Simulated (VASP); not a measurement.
A run of VASP 6.6.1:

INCAR

```
SYSTEM = Cs2InAgBr6
ALGO = Normal ; EDIFF = 1E-7
EDIFFG = -0.004 ; ENCUT = 600
GGA = PS ; IBRION = 2
ISIF = 3 ; ISMEAR = 0
LASPH = .True. ; LCHARG = .False.
LREAL = .False. ; LWAVE = .False.
NELM = 80 ; NSW = 80
PREC = Accurate ; SIGMA = 0.02
```

KPOINTS

```
k-points
0
Gamma
  4 4 4
  0 0 0
```

POSCAR

```
Cs2InAgBr6
1.0
    0.0000000000      5.6119980000      5.6119980000
    5.6119980000      0.0000000000      5.6119980000
    5.6119980000      5.6119980000      0.0000000000
Cs In Ag Br
2 1 1 6
Direct
    0.7500000000      0.7500000000      0.7500000000
    0.2500000000      0.2500000000      0.2500000000
    0.0000000000      0.0000000000      0.0000000000
    0.5000000000      0.5000000000      0.5000000000
    0.7559950000      0.2440050000      0.2440050000
    0.2440050000      0.2440050000      0.7559950000
    0.2440050000      0.7559950000      0.7559950000
    0.2440050000      0.7559950000      0.2440050000
    0.7559950000      0.2440050000      0.7559950000
    0.7559950000      0.7559950000      0.2440050000
```

Potentials or basis: VASP PAW PBE potentials, release 64 (Cs_sv, In_d, Ag, Br).

The run is started by

```console
$ cat potpaw_PBE.64/Cs_sv/POTCAR potpaw_PBE.64/In_d/POTCAR potpaw_PBE.64/Ag/POTCAR potpaw_PBE.64/Br/POTCAR > POTCAR
$ mpirun -np 1 vasp_std > vasp.out
```

Hardware: 1 thread of Intel(R) Xeon(R) Platinum 8559C (Emerald Rapids), on a shared host.

**Question.** Estimate the wall time of this run.

**Answer.** Wall time 15 min on 1 thread of Intel(R) Xeon(R) Platinum 8559C (Emerald Rapids), on a shared host, peak memory 0.73 GiB. Counts: scf iterations 81, k points 8, ion steps 8.
